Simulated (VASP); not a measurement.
Given:

```
CELL_PARAMETERS angstrom
      3.87429     0.00000     0.00000
     -1.93715     3.35524     0.00000
      0.00000     0.00000    14.64481
ATOMIC_POSITIONS crystal
  P  0.00000 0.00000 0.50000
  P  0.66667 0.33333 0.50000
```

All values below come from PBEsol GGA, VASP's PBE PAW potentials (set 64) (plane waves; VASP). Settings: 400 eV cut-off, Gaussian smearing of 0.050 eV, potentials P.

The cell holds a wide vacuum, so values per volume refer to the whole cell.

**Question.** Give the energies of bands 2 to 8 at the high-symmetry points, in eV from the Fermi level.

**Answer.** 
| band | Γ | M | K |
|---|---|---|---|
| 2 | -4.05 | -10.19 | -11.11 |
| 3 | -4.05 | -5.17 | -6.45 |
| 4 | -3.99 | -2.11 | -1.18 |
| 5 | -3.24 | -1.26 | -1.18 |
| 6 | 1.25 | -0.32 | 2.96 |
| 7 | 1.25 | 5.92 | 2.96 |
| 8 | 3.65 | 6.67 | 4.63 |

It has no gap at this level: it comes out as a metal or semimetal.

The cell is a sheet with vacuum, built from a generated structure.
